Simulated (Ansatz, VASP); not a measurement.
# PtS2: VASP beside Ansatz

One calculation is typed for both programs; each brings its own data sets. How far apart do they land? The cell is taken from a series of runs on this material, whose earlier steps may have relaxed, scaled, displaced or heated it; both programs get it as it stands.

Program: Ansatz 0.2.0. Level of theory: plane waves, with VASP 6.6.1 beside it; G0W0 gap at PBE. Results are calculated unless marked as measured.

## 1. Starting point

The cell holds 3 atoms: 1 Pt and 2 S. Its edges and angles: a = 3.541 Å, b = 3.541 Å, c = 28.200 Å, α = 90.0°, β = 90.0°, γ = 120.0°. Vacuum lies along c.

## 2. Ansatz: G0W0 gap, PBE

Ansatz runs on its PAW soft_1 files.

Quasiparticle shifts depend on high empty states and on the cores, so they are the hardest test of two PAW sets.

Contents of input.yaml:

```yaml
crystal:
  lattice:
    - [3.5414836412, 0.0, 0.0]
    - [-1.7707418206, 3.0670148003, 0.0]
    - [0.0, 0.0, 28.2]
  atoms:
    - { symbol: Pt, position: [0.0, 0.0, 0.5] }
    - { symbol: S, position: [0.3333333333, 0.6666666667, 0.5440355586] }
    - { symbol: S, position: [0.6666666667, 0.3333333333, 0.4559644414] }
  periodic: [true, true, false]
kpoints:
  mp_grid: { grid: [6, 6, 1] }
hamiltonian:
  xc: pbe
  pseudopotentials: { kind: paw, azcp: { folder: soft_1 } }
scf:
  occupations: { method: fixed }
  convergence: { dr2_threshold: 1.0e-10 }
gw:
  n_empty_bands: 451
  ecut_chi: 75.0
  qp_bands: [v2, c2]
  qp_kpoints: band_edges
  screening: { model: contour_deformation }
```

Launch:

```console
ansatz run input.yaml --threads 4 --pin off --max-ram 17510MiB --backend cpu --events-out ev --progress --plain --runs-dir out
```

Numbers of over 12 decimals in the logs are rounded to 6 here.

The program printed:

```text
Engine: ansatz 0.2.0, aarch64-unknown-linux-gnu
Pseudopotentials: kind: paw
Pseudopotential: Pt, paw, valence charge 18, recommended cutoff 420 eV (normal), soft_1/Pt.paw.azcp
Pseudopotential: S, paw, valence charge 6, recommended cutoff 420 eV (normal), soft_1/S.paw.azcp
Functional definition: PBE
  parameter kappa = 0.804
  parameter beta = 0.066725
  exchange = pbe_x(kappa = kappa, mu = beta*pi^2/3)
  correlation = pbe_c(beta = beta)
Crystal: 3 atoms, lattice volume = 306.302 Å³
Basis set: ecut = 420 eV, 5945 PW (Γ)
Bands: 19, of which v1, the nominal top of the filled ones, is band 15 counted from 1 (14 counted from 0)
Symmetry: 12 space group operations
Space group: P-3m1 (ITA 164), of the structure as read, at distance tolerance 6.7e-5 Å
k-points: 7 of 36
Non-local potential: Pt, projectors of the file, l = 0: 3, l = 1: 2, l = 2: 2, l = 3: 1
Non-local potential: S, projectors of the file, l = 0: 2, l = 1: 2, l = 2: 1
PAW form: soft (Blöchl's): semilocal exchange-correlation on the pseudo side does not see the compensation charge
PAW one-centre angular grid: Pt, 590 points (default); XC on 64 Gauss nodes
PAW one-centre angular grid: S, 110 points (default); XC on 64 Gauss nodes
Initial density: superposition of atomic densities (neutral atoms: chi_scale 0, normalization atom)
Initial wavefunctions: pseudopotential atomic-orbital guess
Functional: x = pbe(κ = 0.804, μ = 0.219515), c = pbe(β = 0.066725)
SCF iter   1: F=—  HF=-14331.269527 eV  |F-HF|=—  |Δ(HF+E_count)|=         —  Δρ=4.34e-2  dr2=7.02e0  ethr=3.10e-3  ⟨swp⟩=7.4  Hψ=866  notcnv=0  defer=13
preconditioner: auto → none  [insulator: Δε(μ)=1.970 eV  Ē_g=9.264 eV  n_scr=16 (ndim 8)  ℏωp=10.0 eV  f_vac=0.775  ε∞_Penn≈2.2]
SCF iter   2: F=—  HF=-14332.398072 eV  |F-HF|=—  |Δ(HF+E_count)|=    1.13e0  Δρ=4.37e-2  dr2=1.19e1  ethr=3.10e-3  ⟨swp⟩=5.7  Hψ=541  notcnv=0  defer=14
SCF iter   3: F=—  HF=-14330.040692 eV  |F-HF|=—  |Δ(HF+E_count)|=    2.36e0  Δρ=1.25e-2  dr2=5.56e-1  ethr=3.10e-3  ⟨swp⟩=5.0  Hψ=468  notcnv=0  defer=14
SCF iter   4: F=—  HF=-14329.945048 eV  |F-HF|=—  |Δ(HF+E_count)|=   9.56e-2  Δρ=3.16e-3  dr2=3.35e-2  ethr=1.85e-3  ⟨swp⟩=3.3  Hψ=283  notcnv=0  defer=14
SCF iter   5: F=—  HF=-14329.938768 eV  |F-HF|=—  |Δ(HF+E_count)|=   6.28e-3  Δρ=7.96e-4  dr2=2.87e-3  ethr=1.12e-4  ⟨swp⟩=3.6  Hψ=301  notcnv=0  defer=14
SCF iter   6: F=—  HF=-14329.938287 eV  |F-HF|=—  |Δ(HF+E_count)|=   4.81e-4  Δρ=1.98e-4  dr2=2.97e-4  ethr=9.55e-6  ⟨swp⟩=3.4  Hψ=302  notcnv=0  defer=14
SCF iter   7: F=—  HF=-14329.938234 eV  |F-HF|=—  |Δ(HF+E_count)|=   5.29e-5  Δρ=5.25e-5  dr2=6.71e-6  ethr=9.90e-7  ⟨swp⟩=3.1  Hψ=269  notcnv=0  defer=14
SCF iter   8: F=—  HF=-14329.938232 eV  |F-HF|=—  |Δ(HF+E_count)|=   1.52e-6  Δρ=9.80e-6  dr2=5.10e-7  ethr=2.24e-8  ⟨swp⟩=3.4  Hψ=309  notcnv=0  defer=14
SCF iter   9: F=—  HF=-14329.938232 eV  |F-HF|=—  |Δ(HF+E_count)|=   7.01e-8  Δρ=3.98e-6  dr2=4.09e-8  ethr=1.70e-9  ⟨swp⟩=3.3  Hψ=248  notcnv=0  defer=14
SCF iter  10: F=—  HF=-14329.938232 eV  |F-HF|=—  |Δ(HF+E_count)|=   7.23e-9  Δρ=7.21e-7  dr2=1.75e-9  ethr=1.36e-10  ⟨swp⟩=3.7  Hψ=306  notcnv=0  defer=14
SCF iter  11: F=-14329.938232 eV  HF=-14329.938232 eV  |F-HF|=7.28e-12  |Δ(HF+E_count)|=  3.71e-10  Δρ=8.96e-8  dr2=4.47e-11  ethr=1.00e-12  ⟨swp⟩=16.6  Hψ=1248  notcnv=0
SCF 1 converged in 11 iterations: F = -14329.938232 eV  dr2 = 4.47e-11
  greatest PAW one-centre occupation: 1.000 electrons in one spin orbital (limit 2), on the Pt atom at site 0 (counted from 0), in its partial waves of l = 0
NSCF: frozen V_eff on 7 k-points
G₀W₀ screening: q 1/7
[... further progress lines ...]
SCF converged after 11 iterations
Free energy (F): -14329.938232 eV
Harris-Foulkes:  -14329.938232 eV  (|F-HF|=7.28e-12)
Internal energy: -14329.938232 eV  (E = F + TS)
E sigma→0 (E₀):  -14329.938232 eV
Fermi energy:    -6.361809 eV
--- Per-component energies (eV) ---
  E_band       = -807.857588
  E_kinetic    = 805.346062
  E_local      = -47227.538366  (includes V_loc(G=0)·N_el)
  E_nonlocal   = 271.801920
  E_hartree    = 23057.290843
  E_xc         = -409.287439
  E_vxc        = -435.664322  (∫ρ·V_xc dr)
  E_paw        = -10700.380423  (= ΣΔE_a)
  E_vpaw       = -336.384745  (= ΣTr[D̂ρ^β])
  E_aug_tail   = 0.001106  (compensation charges beyond the density's cutoff)
  E_ewald      = 19872.828065
  E_smearing   = -0.000000  (= −TS)
  E_closure    = -0.000000  (closes the sum)
  Σ components = -14329.938232   (vs F -14329.938232, Δ=0.00e0)
--- Band table (eV; the first three rows and the last of 7) ---
  k-point 0: bands = [... 11 lower, -7.1736, -7.0592, -6.5914, -6.5914, -3.1066, -3.1066, -0.9152, -0.5577]
  k-point 1: bands = [... 11 lower, -8.0823, -6.6554, -6.5233, -6.3691, -4.2808, -3.4440, -0.2270, -0.0345]
  k-point 2: bands = [... 11 lower, -8.4689, -7.5309, -7.1639, -6.7909, -4.1524, -3.4843, -0.6169, 1.0073]
  k-point 6: bands = [... 11 lower, -8.8130, -8.6499, -7.0465, -7.0465, -4.1750, -4.1750, 0.5215, 2.6079]
--- G₀W₀: contour deformation, 7 samples at zero and on the imaginary axis and 1 off it, 36 q-points, 451 empty bands' worth ---
  eigenvalues of the whole cell's RPA ε∞ on this k-mesh (on a slab, of 1 + 4πα/V) = 1.1518, 3.4460, 3.4460; static W/v taken at q = 0 is 0.505474
  bands read: the sum over 466 bands ends inside a degenerate multiplet in 1 slot, whose members it reads at an even weight; the widest, k=0: bands 466 to 467 (counted from 1) at 1/2 each
  gw.qp_kpoints: band_edges: 6 of 7 stored k-points solved, in 1 pass; an edge of the gap read off the rows below is read off those points alone
    valence top: of the k-points left out ik 3 came nearest to being solved in a further pass, in band 15 (counted from 1, as in the quasiparticle table): it holds the edge there only if its correction is more favourable than any solved in that band by at least 1.365 eV; those differ by 0.074 eV
    conduction bottom: of the k-points left out ik 3 came nearest to being solved in a further pass, in band 16 (counted from 1, as in the quasiparticle table): it holds the edge there only if its correction is more favourable than any solved in that band by at least 0.813 eV; those differ by 0.061 eV
    ik  band        ε_KS         Σx   Σc(E_QP)       V_xc       Z   E_QP_lin       E_QP  E_QP is
     0    14     -6.5914   -18.2854     1.6020   -16.3569  0.7147    -6.9213    -6.9180  root
     0    15     -6.5914   -18.2854     1.6020   -16.3569  0.7147    -6.9213    -6.9180  root
     0    16     -3.1066   -16.8649    -3.2335   -20.8220  0.6950    -2.3502    -2.3830  root
     0    17     -3.1066   -16.8649    -3.2335   -20.8220  0.6950    -2.3502    -2.3830  root
     1    14     -6.5233   -20.3636     1.9993   -18.0281  0.7172    -6.8630    -6.8594  root
     1    15     -6.3691   -23.1560     2.6825   -20.0957  0.7146    -6.7515    -6.7468  root
     1    16     -4.2808   -16.2214    -2.7753   -19.6590  0.7282    -3.6044    -3.6185  root
     1    17     -3.4440   -16.3573    -3.2174   -20.3067  0.7044    -2.6866    -2.7119  root
     2    14     -7.1639   -22.7216     2.7253   -19.6272  0.7099    -7.5382    -7.5331  root
     2    15     -6.7909   -22.1953     2.7747   -19.0203  0.7038    -7.1972    -7.1911  root
     2    16     -4.1524   -16.7612    -2.9056   -20.3411  0.7225    -3.4625    -3.4781  root
     2    17     -3.4843   -16.3585    -3.2956   -20.3912  0.7026    -2.7215    -2.7472  root
     4    14     -6.8138   -24.6060     3.1615   -21.0582  0.7067    -7.2057    -7.2001  root
     4    15     -6.3618   -20.7628     2.2436   -18.1412  0.7134    -6.7444    -6.7398  root
     4    16     -4.2518   -15.3777    -2.9567   -19.0023  0.7246    -3.5690    -3.5839  root
     4    17     -4.1371   -16.5749    -3.0447   -20.3238  0.7220    -3.4155    -3.4328  root
     5    14     -7.6211   -22.7148     3.2177   -19.0917  0.6867    -8.0351    -8.0266  root
     5    15     -6.7930   -23.4598     2.8950   -20.1803  0.7086    -7.1829    -7.1776  root
     5    16     -4.1828   -15.9901    -2.9498   -19.6141  0.7216    -3.4929    -3.5086  root
     5    17     -3.6557   -17.1427    -3.3831   -21.2638  0.7067    -2.8936    -2.9178  root
     6    14     -7.0465   -25.6496     3.4836   -21.7720  0.7029    -7.4466    -7.4405  root
     6    15     -7.0465   -25.6496     3.4836   -21.7720  0.7029    -7.4466    -7.4405  root
     6    16     -4.1750   -16.2100    -3.1321   -20.0417  0.7195    -3.4579    -3.4754  root
     6    17     -4.1750   -16.2100    -3.1321   -20.0417  0.7195    -3.4579    -3.4754  root
```

(Part 1 of 2 ends here.)

[Lines on the potential files, build, host, timing and source positions are cut from VASP's logs without a mark.]

[Logs are printed without paths, hosts, clocks, repeated set-up lines and the standing remarks that a program may print on its own settings, such as how far it seeks lower states.]

[Hosts, paths, dates, database ids (printed as entryN), source tags and the programs' standing remarks are cut or masked in the printed files.]
